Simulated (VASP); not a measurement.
Energy against volume of AuZn (CsCl type). All values below come from r2SCAN+rVV10, VASP's PBE PAW potentials (set 64) (plane waves; VASP 6.6.1). Numerical set-up: 520 eV cut-off, 12×12×12 Γ-centred mesh, first-order Methfessel-Paxton smearing of 0.10 eV, potentials Zn Au.

```tsv
V (Å³/atom)	E (eV/atom)
14.527	-29.66996
14.990	-29.69208
15.454	-29.69892
15.918	-29.69313
```

Problem. Fit these four points and predict the energy of the run at 16.381 Å³/atom.

Solution. A cubic in V^(−2/3), the third-order Birch-Murnaghan form, passes through the four points with V0 = 15.46 Å³/atom and B0 = 145 GPa, and gives -29.6770 eV/atom there. The run gave -29.6770 eV/atom, -0.0 meV/atom from the fit; all five points give B0 = 144 GPa.

The compound is AuZn in the CsCl type structure. It was relaxed first.
